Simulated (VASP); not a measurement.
Input:

```yaml
crystal:
  lattice:
    - [1.71781, 0.99178, 2.94003]
    - [-1.71781, 0.99178, 2.94003]
    - [0.00000, -1.98356, 2.94003]
  atoms:
    - { symbol: Ga, position: [0.76240, 0.76240, 0.76240] }
    - { symbol: P, position: [0.23760, 0.23760, 0.23760] }
```

Level of theory: PBE GGA, VASP's PBE PAW potentials (set 64) (plane waves; VASP). Run with 300 eV cut-off, 9×9×9 Γ-centred mesh, Fermi-Dirac smearing of 0.050 eV, potentials Ga_d P.

Task: Give the energies of bands 7 to 12 at the high-symmetry points, in eV from the Fermi level.

Result: 
```
band      Γ      T     H2      L     S0      F
----  -----  -----  -----  -----  -----  -----
7     -0.37  -8.72  -6.36  -8.59  -6.78  -6.89
8      0.20   0.39  -5.38  -0.16  -5.96  -3.39
9      0.20   0.39  -5.24  -0.04  -2.44  -2.89
10     2.71   3.38   2.85   2.77  -0.31  -2.79
11     6.24   3.38   5.10   3.33   6.37   2.89
12     7.13   3.84   7.59   3.35   7.71  12.11
```

It has no gap at this level: it comes out as a metal or semimetal.

The structure was generated: GaP was put into an ordered model structure, which need not be its known phase. The cell was not relaxed at this level.
